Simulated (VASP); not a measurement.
Input of a VASP 6.6.1 run:

Contents of INCAR:

```
SYSTEM = P3W4
  ALGO = Normal
  EDIFF = 1E-6
  ENCUT = 520
  GGA = PE
  ISIF = 2
  ISMEAR = 0
  LASPH = .True.
  LCHARG = .False.
  LREAL = .False.
  LWAVE = .False.
  NBANDS = 44
  NELM = 100
  PREC = Accurate
  SIGMA = 0.1
```

The input KPOINTS:

```
k-points
0
Gamma
  4 4 4
  0 0 0
```

File POSCAR:

```
P3W4
1.0
    4.7141129900      0.0000000000      0.0000000000
    0.0000000000      4.7141129900      0.0000000000
    0.0000000000      0.0000000000      4.7141129900
P W
3 4
Direct
    0.5000000000      0.5000000000      0.0000000000
    0.0000000000      0.5000000000      0.5000000000
    0.5000000000      0.0000000000      0.5000000000
    0.5000000000      0.5000000000      0.5000000000
    0.5000000000      0.0000000000      0.0000000000
    0.0000000000      0.5000000000      0.0000000000
    0.0000000000      0.0000000000      0.5000000000
```

Potentials or basis: VASP PAW PBE potentials, release 64 (P, W_sv).

Command:

```bash
$ cat potpaw_PBE.64/P/POTCAR potpaw_PBE.64/W_sv/POTCAR > POTCAR
$ mpirun -np 1 vasp_std > vasp.out
```

(1) Predict the band gap on the k mesh.

(2) Estimate the pressure.

Results:

(1) none (metal or under the smearing width).

(2) 17.8 GPa.

Caveat: so large a pressure means that the cell lies far from this level's equilibrium, or that cutoff or potentials fall short.
